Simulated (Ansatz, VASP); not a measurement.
# Cross-check of TiGe between VASP and Ansatz, part 2 of 2

Wanted: the spread between two codes on one cell, functional and k mesh. The cell is invented: As first built, before any earlier steps moved the atoms (in the runner's words): it takes the ZrC structure with all of its atoms replaced by other elements, volume scaled by an estimate. It may not be a known or stable phase. The cell is taken from a series of VASP runs on this material, whose earlier steps may have relaxed, scaled or displaced it; both programs get it as it stands.

VASP 6.6.1 and Ansatz 0.2.0.

So far. Step 2 (VASP: band structure, LDA): At this level the cell is under a tension of 7.8 GPa, so at these settings it is away from equilibrium.

## Step 5: VASP: band structure, r2SCAN

Level of this step: r2SCAN; plane waves and PAW (Ge_d, Ti_sv); invented cell (VASP).

A single point gives forces, pressure and levels at one fixed geometry, so differences don't come from the geometry; what else differs is listed under the comparison.

INCAR reads:

```
SYSTEM = TiGe
PREC = Accurate
ENCUT = 410
EDIFF = 1E-06
NELM = 100
ISMEAR = 0
SIGMA = 0.02
LREAL = .FALSE.
ALGO = Normal
METAGGA = R2SCAN
LASPH = .TRUE.
LORBIT = 11
LWAVE = .FALSE.
LCHARG = .FALSE.
KPAR = 4
```

POSCAR reads:

```
TiGe
1.0
    0.0000000000      2.5938850660      2.5938850660
    2.5938850660      0.0000000000      2.5938850660
    2.5938850660      2.5938850660      0.0000000000
Ge Ti
1 1
Direct
    0.0000000000      0.0000000000      0.0000000000
    0.5000000000      0.5000000000      0.5000000000
```

KPOINTS reads:

```
Automatic mesh
0
Gamma
5 5 5
0 0 0
```

KPOINTS_OPT reads:

```
Line mode
16
Line-mode
Reciprocal
  0.00000000   0.00000000   0.00000000 GAMMA
  0.50000000   0.00000000   0.50000000 X

  0.50000000   0.00000000   0.50000000 X
  0.50000000   0.25000000   0.75000000 W

  0.50000000   0.25000000   0.75000000 W
  0.37500000   0.37500000   0.75000000 K

  0.37500000   0.37500000   0.75000000 K
  0.00000000   0.00000000   0.00000000 GAMMA

  0.00000000   0.00000000   0.00000000 GAMMA
  0.50000000   0.50000000   0.50000000 L

  0.50000000   0.50000000   0.50000000 L
  0.62500000   0.25000000   0.62500000 U

  0.62500000   0.25000000   0.62500000 U
  0.50000000   0.25000000   0.75000000 W

  0.50000000   0.25000000   0.75000000 W
  0.50000000   0.50000000   0.50000000 L

  0.50000000   0.50000000   0.50000000 L
  0.37500000   0.37500000   0.75000000 K

  0.62500000   0.25000000   0.62500000 U
  0.50000000   0.00000000   0.50000000 X
```

The projector-augmented-wave data sets are Ge_d and Ti_sv (PBE family, release 64).

Launch:

```
$ mpirun -np 4 vasp_std
```

Numbers of over 12 decimals in the logs are rounded to 6 here.

What it wrote:

```text
[banner, memory and clock lines left out]
running    4 mpi-ranks, on    1 nodes
[...]
[... a notice as in an earlier step ...]

 LDA part: xc-table for (None), standard interpolation
 POSCAR, INCAR and KPOINTS ok, starting setup
[...]
entering main loop
       N       E                     dE             d eps       ncg     rms          rms(c)
DAV:   1     0.170620933344E+03    0.17062E+03   -0.13084E+04   340   0.310E+03
DAV:   2    -0.823795123277E+01   -0.17886E+03   -0.17752E+03   340   0.513E+02
DAV:   3    -0.331743759694E+02   -0.24936E+02   -0.24739E+02   574   0.151E+02
DAV:   4    -0.344431615874E+02   -0.12688E+01   -0.12592E+01   435   0.283E+01
[...]
DAV:  11    -0.278822320540E+02   -0.93817E-05   -0.13656E-04   464   0.156E-01    0.342E-02
DAV:  12    -0.278822301427E+02    0.19113E-05   -0.48383E-05   473   0.728E-02    0.720E-03
DAV:  13    -0.278822292274E+02    0.91534E-06   -0.21330E-06   288   0.131E-02
   1 F= -.27882229E+02 E0= -.27881798E+02  d E =-.862860E-03
 Start KPOINTS_OPT (optional k-point list driver)
k-point batch [1-10\160]
       N       E                     dE             ncg
DAV:   1    -0.194411017658E+04   -0.40837E+04      340
DAV:   2    -0.374966535674E+04   -0.18056E+04      356
DAV:   3    -0.396963773182E+04   -0.21997E+03      542
DAV:   4    -0.398326902826E+04   -0.13631E+02      428
DAV:   5    -0.398364795485E+04   -0.37893E+00      446
DAV:   6    -0.398365368572E+04   -0.57309E-02      431
DAV:   7    -0.398365384477E+04   -0.15905E-03      463
DAV:   8    -0.398365384769E+04   -0.29205E-05      477
DAV:   9    -0.398365384773E+04   -0.35752E-07      301
[...]
k-point batch [151-160\160]
       N       E                     dE             ncg
DAV:   1    -0.212908930883E+04   -0.11110E+05      364
DAV:   2    -0.380005699634E+04   -0.16710E+04      341
DAV:   3    -0.401537503181E+04   -0.21532E+03      519
DAV:   4    -0.402612720736E+04   -0.10752E+02      484
DAV:   5    -0.402656190278E+04   -0.43470E+00      509
DAV:   6    -0.402656610503E+04   -0.42023E-02      456
DAV:   7    -0.402656627204E+04   -0.16701E-03      600
DAV:   8    -0.402656627341E+04   -0.13757E-05      456
DAV:   9    -0.402656627345E+04   -0.38703E-07      360
```

Parts of OUTCAR (step 5):

```text
  Total       -0.2707232     -0.2707232     -0.2707232      0.0000000     -0.0000000     -0.0000000
  in kB      -12.4266457    -12.4266457    -12.4266457      0.0000000     -0.0000000     -0.0000000
  external PRESSURE =     -12.4266457 kB  Pullay stress =       0.0000000 kB

 POSITION                                       TOTAL-FORCE (eV/Angst)
 -----------------------------------------------------------------------------------
      0.00000      0.00000      0.00000        -0.000000     -0.000000     -0.000000
      2.59389      2.59389      2.59389         0.000000      0.000000      0.000000
 -----------------------------------------------------------------------------------
    total drift:                                0.000000     -0.000000     -0.000000

  FREE ENERGIE OF THE ION-ELECTRON SYSTEM (eV)
  ---------------------------------------------------
  free  energy   TOTEN  =       -27.8822292274 eV

  energy  without entropy=      -27.8813663677  energy(sigma->0) =      -27.88179780

[... 2 parts as in an earlier step ...]

[... 1 further part left out ...]
[key lines of the parts left out:]
E-fermi :   7.6066
```

The run ends at a pressure of -1.24 GPa.

## Step 6: Ansatz: band structure, r2SCAN

The same cell, functional, mesh and smearing now go to Ansatz, which takes its cutoff from its data sets.

The cell is taken from a series of VASP runs on this material, whose earlier steps may have relaxed, scaled or displaced it; both programs get it as it stands.

input.yaml reads:

```yaml
crystal:
  lattice:
    - [0.0, 2.593885066, 2.593885066]
    - [2.593885066, 0.0, 2.593885066]
    - [2.593885066, 2.593885066, 0.0]
  atoms:
    - { symbol: Ge, position: [0.0, 0.0, 0.0] }
    - { symbol: Ti, position: [0.5, 0.5, 0.5] }
hamiltonian:
  xc: r2scan
  pseudopotentials: { kind: paw }
kpoints:
  mp_grid: { grid: [5, 5, 5] }
  band_path:
    path:
      - [0.0, 0.0, 0.0]
      - [0.16667, 0.0, 0.16667]
      - [0.33333, 0.0, 0.33333]
      - [0.5, 0.0, 0.5]
      - [0.5, 0.08333, 0.58333]
      - [0.5, 0.18333, 0.68333]
      - [0.5, 0.25, 0.75]
      - [0.45, 0.3, 0.75]
      - [0.40833, 0.34167, 0.75]
      - [0.35, 0.35, 0.7]
      - [0.225, 0.225, 0.45]
      - [0.075, 0.075, 0.15]
      - [0.03333, 0.03333, 0.03333]
      - [0.23333, 0.23333, 0.23333]
      - [0.4, 0.4, 0.4]
      - [0.51667, 0.46667, 0.51667]
      - [0.55833, 0.38333, 0.55833]
      - [0.60833, 0.28333, 0.60833]
      - [0.60833, 0.25, 0.64167]
      - [0.55833, 0.25, 0.69167]
      - [0.51667, 0.25, 0.73333]
      - [0.5, 0.3, 0.7]
      - [0.5, 0.38333, 0.61667]
      - [0.5, 0.48333, 0.51667]
      - [0.475, 0.475, 0.55]
      - [0.425, 0.425, 0.65]
      - [0.38333, 0.38333, 0.73333]
      - [0.59167, 0.18333, 0.59167]
      - [0.55, 0.1, 0.55]
      - [0.5, 0.0, 0.5]
    npoints: 1
scf:
  occupations: { method: gaussian, width: 0.02 }
  n_extra_bands: 7
output:
  forces: true
  stress: true
  eigenvalues: true
  write_density: true
  write_potential: true
  elf: true
  volumetric_format: npy
```

Launch:

```
$ ansatz run input.yaml --threads 2 --pin off --max-ram 4608MiB --backend cpu --events-out ev --progress --plain --runs-dir out
```

What it wrote:

```text
[...]
Crystal: 2 atoms, lattice volume = 34.905 Å³
Basis set: ecut = 500 eV, 893 PW (Γ), exchange–correlation on 108×108×108 points (64 copies of the dense FFT grid, shifted against one another)
Bands: 20, of which v1, the nominal top of the filled ones, is band 13 counted from 1 (12 counted from 0)
Symmetry: 48 space group operations
[...]
k-points: 10 of 125
[...]
k-point 0: bands = [... 9 lower, 1.0270, 12.6916, 12.6916, 12.6916, 12.9024, 12.9024, 15.6577, 15.6577, ... 3 higher]
  k-point 1: bands = [... 9 lower, 1.7018, 11.0420, 11.6847, 11.6847, 13.1176, 13.1176, 14.7719, 17.2560, ... 3 higher]
  k-point 2: bands = [... 9 lower, 3.4087, 7.8713, 10.6113, 10.6113, 13.8835, 13.8835, 14.7281, 18.7585, ... 3 higher]
  k-point 9: bands = [... 9 lower, 4.0032, 8.7013, 9.7825, 10.5959, 13.7951, 14.2469, 14.8018, 14.8547, ... 3 higher]
[key lines of the parts left out:]
SCF converged after 7 iterations
Free energy (F): -6808.334571 eV
Fermi energy:    12.401347 eV
P = ⅓ Tr σ = -1.1187 GPa (-11.187 kbar)
```

Run time: 3 s. Hardware: 2 threads of Arm Neoverse N1, shared host; peak memory 0.37 GiB.

## Step 7: Comparison

What differs besides the data sets and the points named for the pairs above, as far as they apply: VASP keeps PBE cores, Ansatz makes them for the functional; the cutoff is 500 eV in Ansatz and 410 eV in VASP. Total energies have different zeros and are not compared.

The two programs side by side:

| quantity | Ansatz | VASP | difference |
| --- | --- | --- | --- |
| pressure (GPa) | -1.12 | -1.24 | +0.12 |
| pressure without Ansatz's Pulay correction (GPa) | -1.20 | -1.24 | +0.04 |

Levels from 3 eV below to 2 eV above the Fermi level differ by 10 meV r.m.s. and 20 meV at most; each VASP level is matched to the nearest of Ansatz, which flatters the figure a little. Ansatz's pressure holds a Pulay correction of 0.08 GPa; VASP's holds none.

## Step 8: Ansatz: band structure, BLYP

A single point gives forces, pressure and levels at one fixed geometry, so differences don't come from the geometry; what else differs is listed under the comparison.

The cell is taken from a series of VASP runs on this material, whose earlier steps may have relaxed, scaled or displaced it; both programs get it as it stands.

Changes to input.yaml since step 6:

```diff
@@ -9,3 +9,3 @@
 hamiltonian:
-  xc: r2scan
+  xc: blyp
   pseudopotentials: { kind: paw }
```

What it wrote:

```text
[...]
Crystal: 2 atoms, lattice volume = 34.905 Å³
Basis set: ecut = 420 eV, 701 PW (Γ), exchange–correlation on 50×50×50 points (8 copies of the dense FFT grid, shifted against one another)
Bands: 20, of which v1, the nominal top of the filled ones, is band 13 counted from 1 (12 counted from 0)
Symmetry: 48 space group operations
[...]
k-points: 10 of 125
[...]
k-point 0: bands = [... 9 lower, 2.1058, 13.0282, 13.0282, 13.0282, 13.3701, 13.3701, 16.0033, 16.0033, ... 3 higher]
  k-point 1: bands = [... 9 lower, 2.7362, 11.5817, 12.2097, 12.2097, 13.4480, 13.4480, 15.0204, 17.5040, ... 3 higher]
  k-point 2: bands = [... 9 lower, 4.3074, 8.6749, 11.2093, 11.2093, 14.1349, 14.1349, 14.9263, 19.0385, ... 3 higher]
  k-point 9: bands = [... 9 lower, 4.8010, 9.5146, 10.5276, 11.2411, 14.0726, 14.4826, 15.0835, 15.1501, ... 3 higher]
[key lines of the parts left out:]
SCF converged after 6 iterations
Free energy (F): -6811.921520 eV
Fermi energy:    12.963137 eV
P = ⅓ Tr σ = 5.1524 GPa (51.524 kbar)
```

Elapsed: 1.6 s, on 2 threads; peak memory 0.29 GiB; 2.5 s of CPU time.

## Step 9: VASP: band structure, BLYP

The same cell, functional (in two slightly different forms), mesh and smearing now go to VASP, with its own data sets and cutoff.

Changes to INCAR since step 5:

```diff
@@ -9,4 +9,7 @@
 ALGO = Normal
-METAGGA = R2SCAN
-LASPH = .TRUE.
+GGA = B5
+ALDAX = 1
+AGGAX = 1
+AGGAC = 1
+ALDAC = 0
 LORBIT = 11
```

POSCAR is that of step 5.

KPOINTS is that of step 5.

KPOINTS_OPT is that of step 5.

Launch:

```
$ mpirun -np 4 vasp_std
```

What it wrote:

```text
[banner, memory and clock lines left out]
running    4 mpi-ranks, on    1 nodes
[...]
[... a notice as in an earlier step ...]

 LDA part: xc-table for (Slater(with rela. corr.)+VWN5), standard interpolation
 POSCAR, INCAR and KPOINTS ok, starting setup
[...]
entering main loop
       N       E                     dE             d eps       ncg     rms          rms(c)
DAV:   1     0.185108066192E+03    0.18511E+03   -0.12808E+04   340   0.303E+03
DAV:   2     0.111164337790E+02   -0.17399E+03   -0.17265E+03   340   0.500E+02
DAV:   3    -0.122306173085E+02   -0.23347E+02   -0.23173E+02   542   0.145E+02
DAV:   4    -0.135986348804E+02   -0.13680E+01   -0.13606E+01   450   0.292E+01
[...]
DAV:  12    -0.114153937609E+02    0.17004E-05   -0.79038E-05   376   0.902E-02    0.698E-03
DAV:  13    -0.114153937326E+02    0.28271E-07   -0.16709E-05   412   0.295E-02    0.409E-03
DAV:  14    -0.114153938326E+02   -0.99935E-07   -0.16265E-06   283   0.127E-02
   1 F= -.11415394E+02 E0= -.11414962E+02  d E =-.863156E-03
 Start KPOINTS_OPT (optional k-point list driver)
k-point batch [1-10\160]
       N       E                     dE             ncg
DAV:   1    -0.167215688362E+04   -0.38118E+04      340
DAV:   2    -0.342355252420E+04   -0.17514E+04      356
DAV:   3    -0.363512796489E+04   -0.21158E+03      542
DAV:   4    -0.364826922143E+04   -0.13141E+02      428
DAV:   5    -0.364863222025E+04   -0.36300E+00      454
DAV:   6    -0.364863725107E+04   -0.50308E-02      432
DAV:   7    -0.364863743204E+04   -0.18097E-03      461
DAV:   8    -0.364863743839E+04   -0.63487E-05      430
DAV:   9    -0.364863743843E+04   -0.42113E-07      221
[...]
k-point batch [151-160\160]
       N       E                     dE             ncg
DAV:   1    -0.182840009077E+04   -0.10810E+05      357
DAV:   2    -0.345931793287E+04   -0.16309E+04      340
DAV:   3    -0.366927159825E+04   -0.20995E+03      505
DAV:   4    -0.367981675128E+04   -0.10545E+02      493
DAV:   5    -0.368028914999E+04   -0.47240E+00      528
DAV:   6    -0.368029307409E+04   -0.39241E-02      462
DAV:   7    -0.368029323389E+04   -0.15979E-03      576
DAV:   8    -0.368029323671E+04   -0.28202E-05      461
DAV:   9    -0.368029323675E+04   -0.41928E-07      384
```

Parts of OUTCAR (step 9):

```text
  Total        1.0917015      1.0917015      1.0917015      0.0000000     -0.0000000      0.0000000
  in kB       50.1109113     50.1109113     50.1109113      0.0000000     -0.0000000      0.0000000
  external PRESSURE =      50.1109113 kB  Pullay stress =       0.0000000 kB

 POSITION                                       TOTAL-FORCE (eV/Angst)
 -----------------------------------------------------------------------------------
      0.00000      0.00000      0.00000         0.000000     -0.000000      0.000000
      2.59389      2.59389      2.59389        -0.000000      0.000000     -0.000000
 -----------------------------------------------------------------------------------
    total drift:                                0.000000     -0.000000      0.000000

  FREE ENERGIE OF THE ION-ELECTRON SYSTEM (eV)
  ---------------------------------------------------
  free  energy   TOTEN  =       -11.4153938326 eV

  energy  without entropy=      -11.4145306771  energy(sigma->0) =      -11.41496225

[... 2 parts as in an earlier step ...]

[... 1 further part left out ...]
[key lines of the parts left out:]
E-fermi :   8.1703
```

At this level the cell is under a pressure of 5.0 GPa, so at these settings it is away from equilibrium.

## Step 10: Comparison

What differs besides the data sets and the points named for the pairs above, as far as they apply: VASP leaves aspherical gradient terms in its spheres out (LASPH is not set), Ansatz keeps them. Total energies have different zeros and are not compared.

The two programs side by side:

| quantity | Ansatz | VASP | difference |
| --- | --- | --- | --- |
| pressure (GPa) | 5.15 | 5.01 | +0.14 |

Levels from 3 eV below to 2 eV above the Fermi level differ by 12 meV r.m.s. and 24 meV at most; each VASP level is matched to the nearest of Ansatz, which flatters the figure a little. Ansatz's pressure holds a Pulay correction of 0.04 GPa; VASP's holds none.

## Step 11: Outcome

| Property | Result |
| --- | --- |
| r.m.s. difference of levels near the Fermi level (band structure, LDA) | 4.4 meV |
| r.m.s. difference of levels near the Fermi level (band structure, r2SCAN) | 10 meV |
| r.m.s. difference of levels near the Fermi level (band structure, BLYP) | 12 meV |

**Reading.** The r.m.s. difference of levels near the Fermi level is 12 meV (band structure, BLYP), within the 80 meV picked in this series as the mark of a large difference. 3 further runs of this series are not shown here. Such differences can come from data sets, numerical settings and the points named under the comparisons, not from the functional's error against experiment.

[Lines on the potential files, build, host, timing and source positions are cut from VASP's logs without a mark.]

[Logs are printed without paths, hosts, clocks, repeated set-up lines and the standing remarks that a program may print on its own settings, such as how far it seeks lower states.]

[Hosts, paths, dates, database ids (printed as entryN), source tags and the programs' standing remarks are cut or masked in the printed files.]
